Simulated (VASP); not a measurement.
# TaN: zone-centre modes, functional by functional, part 2 of 2

How much do the zone-centre frequencies of TaN depend on the functional? The starting structure is a computed structure from the Materials Project.

VASP 6.6.1.

Results so far: LDA T1u 423.8 cm⁻¹; LDA at the given cell T1u 363.8 cm⁻¹; PBEsol T1u 411.1 cm⁻¹.

### 5. Modes with PBE

Level of this step: PBE; plane waves and PAW (Ta_pv, N) (VASP).

PBE, the usual starting point, adds the gradient of the density. The cell comes from a relaxation at this level, not shown (21.59 Å³).

INCAR

```
SYSTEM = TaN
PREC = Accurate
ENCUT = 520
EDIFF = 1E-08
NELM = 100
ISMEAR = 1
SIGMA = 0.15
LREAL = .FALSE.
ALGO = Normal
GGA = PE
NBANDS = 14
LASPH = .TRUE.
LORBIT = 11
LWAVE = .FALSE.
LCHARG = .FALSE.
KPAR = 8
IBRION = 8
ISIF = 2
```

POSCAR

```
TaN
1.0
    0.0000000000      2.2101402216      2.2101402216
    2.2101402216      0.0000000000      2.2101402216
    2.2101402216      2.2101402216      0.0000000000
Ta N
1 1
Direct
    0.5000000000      0.5000000000      0.5000000000
    0.0000000000      0.0000000000      0.0000000000
```

KPOINTS

```
Automatic mesh
0
Gamma
18 18 18
0 0 0
```

Potentials, in the order of the species: Ta_pv and N (PBE family, release 64).

The run is started by

```sh
mpirun -np 8 vasp_std
```

Output:

```text
[banner, memory and clock lines left out]
running    8 mpi-ranks, on    1 nodes
[...]
[... a notice as in an earlier step ...]

 LDA part: xc-table for (Slater+PW92), standard interpolation
 POSCAR, INCAR and KPOINTS ok, starting setup
[...]
entering main loop
       N       E                     dE             d eps       ncg     rms          rms(c)
DAV:   1     0.882144513887E+02    0.88214E+02   -0.89559E+03  5468   0.121E+03
DAV:   2    -0.219203102612E+02   -0.11013E+03   -0.10392E+03  6764   0.312E+02
DAV:   3    -0.248430801042E+02   -0.29228E+01   -0.28824E+01  6216   0.472E+01
DAV:   4    -0.248579074218E+02   -0.14827E-01   -0.14797E-01  6324   0.351E+00
[...]
DAV:  12    -0.218275352072E+02   -0.45345E-06   -0.30789E-06  7152   0.180E-02    0.386E-03
DAV:  13    -0.218275349279E+02    0.27934E-06   -0.72386E-08  6278   0.251E-03    0.116E-03
DAV:  14    -0.218275349257E+02    0.21630E-08   -0.61203E-09  4526   0.899E-04
   1 F= -.21827535E+02 E0= -.21827301E+02  d E =-.702549E-03
[...]
RMM:  12    -0.164909408992E+00    0.35094E-07   -0.69393E-08 26160   0.464E-05    0.145E-06
RMM:  13    -0.164909420405E+00   -0.11413E-07   -0.50439E-08 25900   0.256E-05    0.747E-07
RMM:  14    -0.164909429920E+00   -0.95156E-08   -0.30750E-08 21316   0.169E-05    0.317E-07
 first order change of Fermi-energy   0.40543E-03
 force on displaced ion       1 direction 1 :  -6.935   0.000   0.000
 Linear response progress:
  Degree of freedom:   2/  2
       N       E                     dE             d eps       ncg     rms          rms(c)
RMM:   1    -0.235952996262E+00   -0.23595E+00    0.16344E-01 28994   0.294E+00
RMM:   2    -0.232252919072E+00    0.37001E-02   -0.40260E-03 22815   0.480E-01    0.148E-01
RMM:   3    -0.233262505175E+00   -0.10096E-02   -0.79049E-04 20321   0.172E-01    0.761E-02
RMM:   4    -0.234748164563E+00   -0.14857E-02   -0.41665E-04 20790   0.126E-01    0.239E-02
[...]
RMM:  11    -0.234869231735E+00   -0.31467E-07   -0.67145E-09 26114   0.340E-05    0.146E-05
RMM:  12    -0.234869263050E+00   -0.31315E-07    0.24649E-09 24925   0.168E-05    0.303E-06
RMM:  13    -0.234869263531E+00   -0.48095E-09    0.12402E-09 19379   0.103E-05    0.302E-06
 first order change of Fermi-energy  -0.11959E-03
 force on displaced ion       2 direction 1 :  -6.936   0.000   0.000
 Linear response finished
```

The job ended after 2.5 min (8 MPI ranks of AMD EPYC 7R43, shared host; peak memory 3.1 GiB).

From OUTCAR (step 5):

```text
  Total        0.0014761      0.0014761      0.0014761      0.0000000      0.0000000      0.0000000
  in kB        0.1095278      0.1095278      0.1095278      0.0000000      0.0000000      0.0000000
  external PRESSURE =       0.1095278 kB  Pullay stress =       0.0000000 kB

 POSITION                                       TOTAL-FORCE (eV/Angst)
 -----------------------------------------------------------------------------------
      2.21014      2.21014      2.21014         0.000000     -0.000000      0.000000
      0.00000      0.00000      0.00000        -0.000000      0.000000     -0.000000
 -----------------------------------------------------------------------------------
    total drift:                                0.000000     -0.000000     -0.000000

[... 1 part as in an earlier step ...]

[... 1 further part left out ...]
```

With PBE the mode is T1u 381.0 cm⁻¹, -42.8 cm⁻¹ from LDA.

### 6. Modes with PBEsol + D3(BJ)

D3 with Becke-Johnson damping keeps a finite attraction at short range. The cell comes from a relaxation at this level, not shown (20.58 Å³).

Edit INCAR of step 5 so:

```diff
@@ -9,3 +9,4 @@
 ALGO = Normal
-GGA = PE
+GGA = PS
+IVDW = 12
 NBANDS = 14
@@ -16,3 +17,6 @@
 KPAR = 8
-IBRION = 8
+IBRION = 6
+NFREE = 2
+POTIM = 0.015
+NSW = 1
 ISIF = 2
```

POSCAR

```
TaN
1.0
    0.0000000000      2.1751068185      2.1751068185
    2.1751068185      0.0000000000      2.1751068185
    2.1751068185      2.1751068185      0.0000000000
Ta N
1 1
Direct
    0.5000000000      0.5000000000      0.5000000000
    0.0000000000      0.0000000000      0.0000000000
```

KPOINTS is that of step 5.

The run is started by

```sh
mpirun -np 8 vasp_std
```

Output:

```text
[banner, memory and clock lines left out]
running    8 mpi-ranks, on    1 nodes
[...]
[... a notice as in an earlier step ...]

 [... a notice as in an earlier step ...]

 LDA part: xc-table for (Slater+PW92), standard interpolation
 POSCAR, INCAR and KPOINTS ok, starting setup
[...]
entering main loop
       N       E                     dE             d eps       ncg     rms          rms(c)
DAV:   1     0.873126762674E+02    0.87313E+02   -0.89431E+03  5460   0.121E+03
DAV:   2    -0.230741100026E+02   -0.11039E+03   -0.10411E+03  6756   0.315E+02
DAV:   3    -0.259790607720E+02   -0.29050E+01   -0.28740E+01  6288   0.475E+01
DAV:   4    -0.259930718173E+02   -0.14011E-01   -0.14008E-01  6432   0.344E+00
[...]
DAV:  12    -0.232026211446E+02    0.24203E-06   -0.36924E-06  6990   0.189E-02    0.357E-03
DAV:  13    -0.232026209881E+02    0.15653E-06   -0.14677E-07  6044   0.330E-03    0.881E-04
DAV:  14    -0.232026209897E+02   -0.16694E-08   -0.57071E-09  4362   0.971E-04
   1 F= -.24165787E+02 E0= -.24165570E+02  d E =-.651100E-03
[... from here on, the cycles between the ionic steps are left out ...]
   2 F= -.24164778E+02 E0= -.24164560E+02  d E =-.654004E-03
   3 F= -.24164778E+02 E0= -.24164560E+02  d E =-.654001E-03
   4 F= -.24164778E+02 E0= -.24164560E+02  d E =-.654010E-03
   5 F= -.24164778E+02 E0= -.24164560E+02  d E =-.654028E-03
 Finite differences progress:
  Degree of freedom:   2/  2
  Displacement:        2/  2
  Total:               4/  4
```

The job ended after 68 s (8 MPI ranks; peak memory 2.5 GiB).

OUTCAR, selected parts (step 6):

```text
 Edisp (eV)   -0.96317

 Edisp (eV)   -0.96317

  Total       0.01662     0.00079     0.00079    -0.00000     0.00000     0.00000
  in kB       1.29359     0.06122     0.06122    -0.00000     0.00000     0.00000
  external pressure =        0.47 kB  Pullay stress =        0.00 kB

 POSITION                                       TOTAL-FORCE (eV/Angst)
 -----------------------------------------------------------------------------------
      2.17511      2.17511      2.17511        -0.134643      0.000000      0.000000
     -0.01500      0.00000      0.00000         0.134643      0.000000      0.000000
 -----------------------------------------------------------------------------------
    total drift:                               -0.000030     -0.000000     -0.000000

  FREE ENERGIE OF THE ION-ELECTRON SYSTEM (eV)
  ---------------------------------------------------
  free  energy   TOTEN  =       -24.1647778506 eV

  energy  without entropy=      -24.1641238224  energy(sigma->0) =      -24.16455984

[... 1 part as in an earlier step ...]

[... 2 further parts left out ...]
[key lines of the parts left out:]
E-fermi :   9.7622
```

The last energy, forces and stress in OUTCAR belong to the last displaced cell, not to that of POSCAR.

With PBEsol + D3(BJ) the mode is T1u 433.4 cm⁻¹, +9.6 cm⁻¹ from LDA.

### 7. Modes with r2SCAN

r2SCAN adds the kinetic-energy density, costs more than a GGA and is run with LASPH. The cell comes from a relaxation at this level, not shown (21.36 Å³).

Edit INCAR of step 6 so:

```diff
@@ -9,6 +9,5 @@
 ALGO = Normal
-GGA = PS
-IVDW = 12
+METAGGA = R2SCAN
+LASPH = .TRUE.
 NBANDS = 14
-LASPH = .TRUE.
 LORBIT = 11
```

POSCAR

```
TaN
1.0
    0.0000000000      2.2020863463      2.2020863463
    2.2020863463      0.0000000000      2.2020863463
    2.2020863463      2.2020863463      0.0000000000
Ta N
1 1
Direct
    0.5000000000      0.5000000000      0.5000000000
    0.0000000000      0.0000000000      0.0000000000
```

KPOINTS is that of step 6.

The run is started by

```sh
mpirun -np 8 vasp_std
```

Output:

```text
[banner, memory and clock lines left out]
running    8 mpi-ranks, on    1 nodes
[...]
[... a notice as in an earlier step ...]

 [... a notice as in an earlier step ...]

 LDA part: xc-table for (None), standard interpolation
 POSCAR, INCAR and KPOINTS ok, starting setup
[...]
entering main loop
       N       E                     dE             d eps       ncg     rms          rms(c)
DAV:   1     0.501152039549E+02    0.50115E+02   -0.92062E+03  5468   0.124E+03
DAV:   2    -0.640625137605E+02   -0.11418E+03   -0.10790E+03  6720   0.322E+02
DAV:   3    -0.671653621688E+02   -0.31028E+01   -0.30706E+01  6132   0.496E+01
DAV:   4    -0.671828345584E+02   -0.17472E-01   -0.17456E-01  6976   0.381E+00
[...]
DAV:  15    -0.596267355822E+02    0.62620E-07   -0.25583E-08  6108   0.134E-03    0.729E-04
DAV:  16    -0.596267356007E+02   -0.18505E-07   -0.44400E-09  2898   0.649E-04    0.275E-05
DAV:  17    -0.596267356014E+02   -0.71145E-09   -0.75787E-10  2796   0.289E-04
   1 F= -.59626736E+02 E0= -.59626539E+02  d E =-.591248E-03
[... from here on, the cycles between the ionic steps are left out ...]
   2 F= -.59625973E+02 E0= -.59625775E+02  d E =-.595745E-03
   3 F= -.59625973E+02 E0= -.59625775E+02  d E =-.595746E-03
   4 F= -.59625974E+02 E0= -.59625775E+02  d E =-.595750E-03
   5 F= -.59625974E+02 E0= -.59625775E+02  d E =-.595722E-03
 Finite differences progress:
  Degree of freedom:   2/  2
  Displacement:        2/  2
  Total:               4/  4
```

Elapsed: 7.1 min, on 8 MPI ranks; peak memory 2.5 GiB; 56 min of CPU time.

Parts of OUTCAR (step 7):

```text
  Total        0.0127963     -0.0013543     -0.0013543     -0.0000000      0.0000000      0.0000000
  in kB        0.9599809     -0.1015960     -0.1015960     -0.0000000      0.0000000      0.0000000
  external PRESSURE =       0.2522630 kB  Pullay stress =       0.0000000 kB

 POSITION                                       TOTAL-FORCE (eV/Angst)
 -----------------------------------------------------------------------------------
      2.20209      2.20209      2.20209        -0.102519      0.000000      0.000000
     -0.01500      0.00000      0.00000         0.102519      0.000000      0.000000
 -----------------------------------------------------------------------------------
    total drift:                               -0.001052      0.000000      0.000000

  FREE ENERGIE OF THE ION-ELECTRON SYSTEM (eV)
  ---------------------------------------------------
  free  energy   TOTEN  =       -59.6259739540 eV

  energy  without entropy=      -59.6253782318  energy(sigma->0) =      -59.62577538

[... 1 part as in an earlier step ...]

[... 2 further parts left out ...]
[key lines of the parts left out:]
E-fermi :   9.5799
```

With r2SCAN the mode is T1u 378.1 cm⁻¹, -45.7 cm⁻¹ from LDA.

### 8. Modes with r2SCAN + rVV10

rVV10 adds a nonlocal correlation energy for dispersion. The cell comes from a relaxation at this level, not shown (21.26 Å³).

Edit INCAR of step 7 so:

```diff
@@ -10,2 +10,6 @@
 METAGGA = R2SCAN
+LUSE_VDW = .TRUE.
+IVDW_NL = 2
+BPARAM = 11.95
+CPARAM = 0.0093
 LASPH = .TRUE.
```

POSCAR

```
TaN
1.0
    0.0000000000      2.1988844766      2.1988844766
    2.1988844766      0.0000000000      2.1988844766
    2.1988844766      2.1988844766      0.0000000000
Ta N
1 1
Direct
    0.5000000000      0.5000000000      0.5000000000
    0.0000000000      0.0000000000      0.0000000000
```

KPOINTS is that of step 7.

The run is started by

```sh
mpirun -np 8 vasp_std
```

Output:

```text
[banner, memory and clock lines left out]
running    8 mpi-ranks, on    1 nodes
[...]
[... a notice as in an earlier step ...]

|                                                                             |
|               ----> ADVICE to this user running VASP <----                  |
|                                                                             |
|     You have switched on vdW-DFT.                                           |
|     This routine was written and supplied by Jiri Klimes. We recommend      |
|     that you carefully read and cite the following publications:            |
|       J. Klimes, D.R. Bowler, A. Michelides                                 |
|          J. Phys.: Cond Matt. 22 022201 (2010)                              |
|       J. Klimes, D.R. Bowler, A. Michelides                                 |
|          Phys. Rev. B. 83, 195131 (2011)                                    |
|     and references therein.                                                 |
[...]
Total rVV10 correction in eV:      0.2236180    17.3962332
Total rVV10 correction in eV:      0.2236180    17.3962332
Total rVV10 correction in eV:      0.2236180    17.3962332
Total rVV10 correction in eV:      0.2236180    17.3962332
Total rVV10 correction in eV:      0.2236180    17.3962332
Total rVV10 correction in eV:      0.2236180    17.3962332
Total rVV10 correction in eV:      0.2236180    17.3962332
Total rVV10 correction in eV:      0.2236180    17.3962332
Total rVV10 correction in eV:      0.2236180    17.3962332
Total rVV10 correction in eV:      0.2236180    17.3962332
Total rVV10 correction in eV:      0.2236180    17.3962332
Total rVV10 correction in eV:      0.2236180    17.3962332
Total rVV10 correction in eV:      0.2236180    17.3962332
Total rVV10 correction in eV:      0.2236180    17.3962332
   1 F= -.59402344E+02 E0= -.59402143E+02  d E =-.602652E-03
[... from here on, the cycles between the ionic steps are left out ...]
   2 F= -.59401543E+02 E0= -.59401341E+02  d E =-.607829E-03
   3 F= -.59401543E+02 E0= -.59401341E+02  d E =-.607829E-03
   4 F= -.59401544E+02 E0= -.59401342E+02  d E =-.607834E-03
   5 F= -.59401544E+02 E0= -.59401342E+02  d E =-.607812E-03
 Finite differences progress:
  Degree of freedom:   2/  2
  Displacement:        2/  2
  Total:               4/  4
```

Wall time 9.7 min (8 MPI ranks); peak memory 3 GiB; 78 min of CPU time.

OUTCAR, selected parts (step 8):

```text
  Total        0.0168513      0.0024510      0.0024510      0.0000000      0.0000000      0.0000000
  in kB        1.2697164      0.1846789      0.1846789      0.0000000      0.0000000      0.0000000
  external PRESSURE =       0.5463581 kB  Pullay stress =       0.0000000 kB

 POSITION                                       TOTAL-FORCE (eV/Angst)
 -----------------------------------------------------------------------------------
      2.19888      2.19888      2.19888        -0.107641      0.000000      0.000000
     -0.01500      0.00000      0.00000         0.107641      0.000000      0.000000
 -----------------------------------------------------------------------------------
    total drift:                               -0.000567      0.000000      0.000000

  FREE ENERGIE OF THE ION-ELECTRON SYSTEM (eV)
  ---------------------------------------------------
  free  energy   TOTEN  =       -59.4015442741 eV

  energy  without entropy=      -59.4009364621  energy(sigma->0) =      -59.40134167

[... 1 part as in an earlier step ...]

[... 2 further parts left out ...]
[key lines of the parts left out:]
E-fermi :   9.6197
```

With r2SCAN + rVV10 the mode is T1u 387.3 cm⁻¹, -36.5 cm⁻¹ from LDA.

### 9. Modes with AM05

AM05 is built from the electron gas and the surface model, and does well on lattice constants. The cell comes from a relaxation at this level, not shown (20.88 Å³).

INCAR

```
SYSTEM = TaN
PREC = Accurate
ENCUT = 520
EDIFF = 1E-08
NELM = 100
ISMEAR = 1
SIGMA = 0.15
LREAL = .FALSE.
ALGO = Normal
GGA = AM
NBANDS = 14
LASPH = .TRUE.
LORBIT = 11
LWAVE = .FALSE.
LCHARG = .FALSE.
KPAR = 8
IBRION = 8
ISIF = 2
```

POSCAR

```
TaN
1.0
    0.0000000000      2.1856078129      2.1856078129
    2.1856078129      0.0000000000      2.1856078129
    2.1856078129      2.1856078129      0.0000000000
Ta N
1 1
Direct
    0.5000000000      0.5000000000      0.5000000000
    0.0000000000      0.0000000000      0.0000000000
```

KPOINTS is that of step 8.

The run is started by

```sh
mpirun -np 8 vasp_std
```

Output:

```text
[... set-up lines as in an earlier step ...]
 entering main loop
       N       E                     dE             d eps       ncg     rms          rms(c)
DAV:   1     0.875478503995E+02    0.87548E+02   -0.89610E+03  5476   0.121E+03
DAV:   2    -0.225692965405E+02   -0.11012E+03   -0.10371E+03  6756   0.314E+02
DAV:   3    -0.254472734584E+02   -0.28780E+01   -0.28552E+01  6294   0.472E+01
DAV:   4    -0.254608990648E+02   -0.13626E-01   -0.13620E-01  6324   0.342E+00
[...]
DAV:  12    -0.227554767262E+02    0.10707E-07   -0.33873E-06  7182   0.181E-02    0.361E-03
DAV:  13    -0.227554766475E+02    0.78679E-07   -0.12274E-07  5888   0.309E-03    0.775E-04
DAV:  14    -0.227554766486E+02   -0.10839E-08   -0.50144E-09  4152   0.896E-04
   1 F= -.22755477E+02 E0= -.22755252E+02  d E =-.675179E-03
 Linear response reoptimize wavefunctions to high precision
DAV:   1    -0.227554766411E+02    0.75272E-08   -0.69955E-10  4686   0.356E-04
DAV:   2    -0.227554766410E+02    0.16371E-10   -0.39442E-11  3288   0.584E-05
 Linear response DOF=           2
 Linear response progress:
[...]
RMM:  11    -0.163941650879E+00   -0.58591E-07   -0.12512E-07 28400   0.793E-05    0.592E-06
RMM:  12    -0.163941632689E+00    0.18189E-07   -0.78765E-08 26256   0.405E-05    0.793E-07
RMM:  13    -0.163941641730E+00   -0.90409E-08   -0.39470E-08 25288   0.205E-05    0.592E-07
 first order change of Fermi-energy   0.36426E-03
 force on displaced ion       1 direction 1 :  -8.098   0.000   0.000
 Linear response progress:
  Degree of freedom:   2/  2
       N       E                     dE             d eps       ncg     rms          rms(c)
RMM:   1    -0.234633732903E+00   -0.23463E+00    0.15462E-01 29077   0.294E+00
RMM:   2    -0.230983573099E+00    0.36502E-02   -0.42948E-03 22827   0.503E-01    0.147E-01
RMM:   3    -0.231846865039E+00   -0.86329E-03   -0.79687E-04 20484   0.175E-01    0.757E-02
RMM:   4    -0.233155683597E+00   -0.13088E-02   -0.40082E-04 20872   0.122E-01    0.226E-02
[...]
RMM:   9    -0.233246852507E+00    0.13555E-05    0.45331E-09 24597   0.300E-04    0.312E-05
RMM:  10    -0.233246702267E+00    0.15024E-06   -0.20285E-08 27501   0.924E-05    0.183E-05
RMM:  11    -0.233246702449E+00   -0.18254E-09   -0.23999E-08 26660   0.267E-05    0.120E-05
 first order change of Fermi-energy  -0.11982E-03
 force on displaced ion       2 direction 1 :  -8.100   0.000   0.000
 Linear response finished
```

The job ended after 2.5 min (8 MPI ranks; peak memory 3 GiB; 20 min of CPU time).

OUTCAR, selected parts (step 9):

```text
  Total        0.0013709      0.0013709      0.0013709     -0.0000000      0.0000000     -0.0000000
  in kB        0.1051895      0.1051895      0.1051895     -0.0000000      0.0000000     -0.0000000
  external PRESSURE =       0.1051895 kB  Pullay stress =       0.0000000 kB

 POSITION                                       TOTAL-FORCE (eV/Angst)
 -----------------------------------------------------------------------------------
      2.18561      2.18561      2.18561         0.000000     -0.000000     -0.000000
      0.00000      0.00000      0.00000        -0.000000      0.000000      0.000000
 -----------------------------------------------------------------------------------
    total drift:                                0.000000     -0.000000     -0.000000

[... 1 part as in an earlier step ...]

[... 1 further part left out ...]
```

With AM05 the mode is T1u 411.7 cm⁻¹, -12.1 cm⁻¹ from LDA.

### 10. All runs side by side

```
                  run    T1u                method  core minutes
                  LDA  423.8   perturbation theory          15.5
LDA at the given cell  363.8   perturbation theory          19.1
               PBEsol  411.1   perturbation theory          20.4
                  PBE  381.0   perturbation theory          20.3
      PBEsol + D3(BJ)  433.4  finite displacements          9.07
               r2SCAN  378.1  finite displacements          56.5
       r2SCAN + rVV10  387.3  finite displacements          77.7
                 AM05  411.7   perturbation theory          20.1
```

Modes are in cm⁻¹, degenerate ones as one, matched between runs by symmetry and order. A number in brackets counts the listed modes of one symmetry from the lowest. The symmetry labels come from an automatic analysis and can be wrong where levels nearly coincide. Core minutes are wall time times ranks of the run shown, on a shared host.

### 11. Results

| Item | Value |
| --- | --- |
| T1u, LDA | 423.8 cm⁻¹ |
| T1u, LDA at the given cell | 363.8 cm⁻¹ |
| T1u, PBEsol | 411.1 cm⁻¹ |
| T1u, PBE | 381.0 cm⁻¹ |
| T1u, PBEsol + D3(BJ) | 433.4 cm⁻¹ |
| T1u, r2SCAN | 378.1 cm⁻¹ |
| T1u, r2SCAN + rVV10 | 387.3 cm⁻¹ |
| T1u, AM05 | 411.7 cm⁻¹ |

**Reading.** Among the runs matched mode by mode, on the cells relaxed at each level, the T1u mode of TaN lies between 378 cm⁻¹ (r2SCAN) and 433 cm⁻¹ (PBEsol + D3(BJ)). Taking the given cell, +4.7 % in volume, instead of the one relaxed with LDA moves T1u by -60.0 cm⁻¹. Some levels use perturbation theory and the others finite displacements, so their times can't be compared. These runs have no gap, or one under 0.08 eV; such runs hang more on mesh and smearing, and if the crystal is a semiconductor, they miss the splitting by its long-range field. Spin-orbit coupling is left out, which can matter with elements this heavy. A dispersion term summed over pairs of atoms is doubtful in a bulk metal. The frequencies are harmonic. Further runs on this material are not shown.

[Lines on the potential files, build, host, timing and source positions are cut from VASP's logs without a mark.]

[Logs are printed without paths, hosts, clocks, repeated set-up lines and the standing remarks that a program may print on its own settings, such as how far it seeks lower states.]

[Hosts, paths, dates, database ids (printed as entryN), source tags and the programs' standing remarks are cut or masked in the printed files.]
